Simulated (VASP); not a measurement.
Consider the following.

```
ZnO
1.0
    3.14048     0.00000     0.00000
   -1.57024     2.71974     0.00000
    0.00000     0.00000    15.41023
Zn O
6 6
Direct
  0.00202   0.99379   0.00145
  0.99780   0.99909   0.50207
  0.66459   0.33176   0.83152
  0.32135   0.65482   0.33220
  0.66688   0.33341   0.16609
  0.33769   0.67302   0.66671
  0.99310   0.00282   0.87491
  0.99523   0.00214   0.37289
  0.65403   0.32159   0.70863
  0.35032   0.67989   0.20712
  0.67490   0.33899   0.04217
  0.34207   0.66869   0.54163
```

Calculation: LDA (Ceperley-Alder, Perdew-Zunger), VASP's LDA PAW potentials (set 64) (plane waves; VASP 6.6.1). Run with 400 eV cut-off, 6×6×1 Γ-centred mesh, Gaussian smearing of 0.050 eV, potentials Zn O.

At this cut-off the stress carries a Pulay error, which pulls relaxed volumes low.

Q: Estimate the energy per atom (σ→0), pressure, band gap (on the k-mesh) with the smallest direct gap where there is one.

A: 
```
Quantity                                      Value
-----------------------------------  --------------
band gap (on the k-mesh)                    0.69 eV
smallest direct gap (on the k-mesh)         0.69 eV
energy per atom (σ→0)                -5.275 eV/atom
pressure                                   2.40 GPa
```

The absolute energy has meaning only against runs of the same code, potentials and settings.

The structure was generated: ZnO was put into an ordered model structure, which need not be its known phase. The cell was not relaxed at this level, atoms are displaced from their ideal sites.
